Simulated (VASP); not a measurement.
Calculation: rev-vdW-DF2, VASP's PBE PAW potentials (set 64) (plane waves; VASP).

VASP ran on this input.

**INCAR**
```
SYSTEM = Li2O
PREC = Accurate
ENCUT = 520
EDIFF = 1E-7
NELM = 100
ALGO = Normal
LREAL = .FALSE.
LASPH = .TRUE.
ISMEAR = 0
SIGMA = 0.05
GGA = MK
PARAM1 = 0.1234568
PARAM2 = 0.7114
ZAB_VDW = -1.8867
LUSE_VDW = .TRUE.
AGGAC = 0.0
LWAVE = .FALSE.
LCHARG = .FALSE.
ISIF = 2
```

KPOINTS:
```
Automatic
0
Gamma
  8 8 8
0 0 0
```

File POSCAR:
```
Li2O
1
    0.0000000000     2.2530155620     2.2530155620
    2.2530155620     0.0000000000     2.2530155620
    2.2530155620     2.2530155620     0.0000000000
Li O
2 1
Direct
  0.2500000000   0.2500000000   0.2500000000
  0.7500000000   0.7500000000   0.7500000000
  0.0000000000   0.0000000000   0.0000000000
```

POTCAR, in this order: Li_sv O (PBE.64 set). Program: vasp_std.

Task: What will the output report for the number of irreducible k-points (NKPTS), largest plane-wave count, number of space-group operations, FFT grid (NGX, NGY, NGZ)?

Result: 
| Quantity | Result |
|---|---|
| number of irreducible k-points (NKPTS) | 29 |
| largest plane-wave count | 636 |
| number of space-group operations | 48 |
| FFT grid (NGX, NGY, NGZ) | 24 × 24 × 24 |

The compound is Li2O in the antifluorite structure. This cell is one point of a volume scan, at 0.94 of the reference volume.
